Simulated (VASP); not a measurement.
The system is Be4TeSe3.

```xyz
8
Lattice="5.5287 0.0000 0.0000 0.0000 5.5287 0.0000 0.0000 0.0000 5.5287" Properties=species:S:1:pos:R:3 pbc="T T T"
Be    0.0000    2.7644    2.7644
Be    2.7644    0.0000    2.7644
Be    2.7644    2.7644    0.0000
Be    0.0000    0.0000    0.0000
Te    2.7644    2.7644    2.7644
Se    2.7644    0.0000    0.0000
Se    0.0000    2.7644    0.0000
Se    0.0000    0.0000    2.7644
```

The cell was built by a generator and needn't be a form met in nature.

* Program: VASP 6.6.1
* Task: relaxation of cell and atoms
* Functional: PBE
* Potentials or basis: VASP PAW PBE potentials, release 64 (Be, Te, Se)
* Cutoff: 520 eV
* k mesh: 3 × 3 × 3
* Occupations: gaussian, width 0.15 eV
* Spin: no spin polarisation

At the start: pressure -12.6 GPa; volume 21.12 Å³/atom.

Task: Where does the relaxation end?

Result: Over 3 steps the energy falls by 246.6 meV/atom and the volume is 16.15 Å³/atom (-23.6 %); space group Pm-3m (No. 221, to 0.05 Å).

The path:
```csv
step,energy change (eV),largest force (eV/Å),pressure (GPa),volume (Å³)
1,0.0000,0.0000,-12.61,169.00
2,-1.9613,0.0000,-1.47,131.50
3,-1.9727,0.0000,-0.03,129.18
```

Final structure:
```xyz
8
Lattice="5.0551 0.0000 0.0000 0.0000 5.0551 0.0000 0.0000 0.0000 5.0551" Properties=species:S:1:pos:R:3 pbc="T T T"
Be    0.0000    2.5275    2.5275
Be    2.5275    0.0000    2.5275
Be    2.5275    2.5275    0.0000
Be    0.0000    0.0000    0.0000
Te    2.5275    2.5275    2.5275
Se    2.5275    0.0000    0.0000
Se    0.0000    2.5275    0.0000
Se    0.0000    0.0000    2.5275
```

Caveat: the k mesh is coarse (spacing up to 0.38 Å⁻¹), so the values aren't converged; the volume moved by over 15 % at a fixed basis, so the end points are rough.
